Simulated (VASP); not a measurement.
Data:

```
CrTa
1.0
    1.44860     0.83635     4.62835
   -1.44860     0.83635     4.62835
    0.00000    -1.67269     4.62835
Cr Ta
1 1
Direct
  0.00000   0.00000   0.00000
  0.50000   0.50000   0.50000
```
Starting moments (μB, in the order of the record's atoms Cr Ta): 3.0 0.0.

These are PBE GGA, VASP's PBE PAW potentials (set 64) (plane waves; VASP) values and carry that method's errors. Numerical set-up: 300 eV cut-off, 7×7×7 Γ-centred mesh, Fermi-Dirac smearing of 0.14 eV, potentials Cr_pv Ta_pv.

At this cut-off the stress carries a Pulay error, which pulls relaxed volumes low. The moments were started parallel, and other spin orders were not tried in this run. Unless said otherwise, spin-orbit coupling is left out, though it shifts the bands of the heavy elements here.

What does the run give for the cell moment, energy per atom (σ→0), pressure, band gap (on the k-mesh) with the smallest direct gap where there is one?

| Property | Result |
|---|---|
| band gap (on the k-mesh) | none (metal, semimetal or under 0.01 eV) |
| cell moment | 1.97 μB |
| energy per atom (σ→0) | -976.8 kJ/mol of atoms |
| pressure | -6.66 GPa |

Give the moment on each site (PAW-sphere projection).

```tsv
site	moment (μB)
Cr1	2.03
Ta2	-0.15
```

Total energies compare only between runs with the same potentials, cut-off and functional.

The structure was generated: TaCr was put into an ordered model structure, which need not be its known phase. The cell was not relaxed at this level. The k-mesh is coarse (spacing up to 0.36 per Å, 2π included), so the numbers may not be converged in it.
